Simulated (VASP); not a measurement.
Consider the following.

```xyz
8
Lattice="0.0000 2.7233 2.7233 2.7233 0.0000 2.7233 10.8848 10.8848 0.0084" Properties=species:S:1:pos:R:3 pbc="T T T"
Ga     2.7258     2.7258     5.4440
Ga     5.4453     5.4453     5.4479
Ga     5.4398     5.4398     0.0068
P      1.3621     1.3621     1.3612
P      4.0812     4.0812     1.3653
P      6.8005     6.8005     1.3694
P      9.5258     9.5258     1.3674
Al    10.8881    10.8881     5.4516
```

The numbers are results of PBEsol GGA, VASP's PBE PAW potentials (set 64) (plane waves; VASP 6.6.1), not measurements. Run with 400 eV cut-off, Gaussian smearing of 0.050 eV, potentials Ga_d P Al.

Q: Predict the band gap (along the path) with the smallest direct gap where there is one.

A: 
band gap (along the path): 1.44 eV
smallest direct gap (along the path): 1.70 eV

Only differences to runs with the same potentials and settings are physical.

The structure was generated: AlGa3P4 was put into an ordered model structure (R3m), which need not be its known phase. It was relaxed first.
